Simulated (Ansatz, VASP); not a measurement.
# NbB2 in VASP and in Ansatz

File INCAR:

```
PREC = Accurate ; ENCUT = 520
EDIFF = 1E-6 ; ISMEAR = 0
SIGMA = 0.15 ; LREAL = False
LASPH = True ; NELM = 60
ALGO = Normal ; ISIF = 2
LWAVE = False ; LCHARG = False
GGA = CA ; NBANDS = 16
```

KPOINTS

```
Automatic mesh
0
Gamma
  18 18 14
```

POSCAR

```
NbB2
1.0
    3.0719809748      0.0000000000      0.0000000000
   -1.5359904874      2.6604135641      0.0000000000
    0.0000000000      0.0000000000      3.4453877630
Nb B
1 2
Direct
    0.0000000000      0.0000000000      0.0000000000
    0.3333333333      0.6666666667      0.5000000000
    0.6666666667      0.3333333333      0.5000000000
```

Input for Ansatz:

```yaml
crystal:
  lattice:
    - [3.0719809748, 0.0, 0.0]
    - [-1.5359904874, 2.6604135641, 0.0]
    - [0.0, 0.0, 3.445387763]
  atoms:
    - { symbol: Nb, position: [0.0, 0.0, 0.0] }
    - { symbol: B, position: [0.3333333333, 0.6666666667, 0.5] }
    - { symbol: B, position: [0.6666666667, 0.3333333333, 0.5] }
basis:
  ecutwfc: 420
kpoints:
  mp_grid: { grid: [18, 18, 14] }
hamiltonian:
  xc: lda
scf:
  occupations: { method: gaussian, width: 0.15 }
output:
  forces: true
  stress: true
  eigenvalues: true
```

Change from the starting cell: strain +0.000 along x and y, +0.050 along z, atoms carried along.

Alike in both runs: task single point; functional LDA; k mesh 18 × 18 × 14; occupations gaussian, width 0.15 eV; no spin polarisation.

```csv
,VASP,Ansatz
version,VASP 6.6.1,Ansatz 0.2.0
potentials or method,"VASP PAW LDA potentials, release 64 (Nb_sv, B)","scalar-relativistic, plane waves, PAW"
plane-wave cutoff (eV),520,420
valence electrons in the cell,19,19
```

VASP gave:

```
gap on the k mesh at the Fermi level (eV)       : none
pressure (GPa)                                  : -12.7
largest component of the traceless stress (GPa) : 6.70
```

**Question.** Estimate Ansatz's values.

**Answer.** gap on the k mesh at the Fermi level (eV): none; pressure (GPa): -12.7; largest component of the traceless stress (GPa): 6.56.

A gap of «none» marks a metal or a gap that the smearing closes.
